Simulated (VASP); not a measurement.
Consider the following.

```
CELL_PARAMETERS angstrom
      0.00000     3.05442     3.05442
      3.05442     0.00000     3.05442
      3.05442     3.05442     0.00000
ATOMIC_POSITIONS crystal
  Ga 0.00000 0.00000 0.00000
  Sb 0.25000 0.25000 0.25000
```

Method: PBEsol GGA, VASP's PBE PAW potentials (set 64) (plane waves; VASP). Numerical set-up: 400 eV cut-off, Gaussian smearing of 0.050 eV, potentials Ga_d Sb.

Unless said otherwise, spin-orbit coupling is left out, though it shifts the bands of the heavy elements here.

**Question.** Estimate the band gap (along the path) with the smallest direct gap where there is one.

**Answer.** 
| Item | Result |
|---|---|
| band gap (along the path) | 0.02 eV |
| smallest direct gap (along the path) | 0.02 eV |

Only differences to runs with the same potentials and settings are physical.

The compound is GaSb in the zinc blende structure. It was relaxed first.
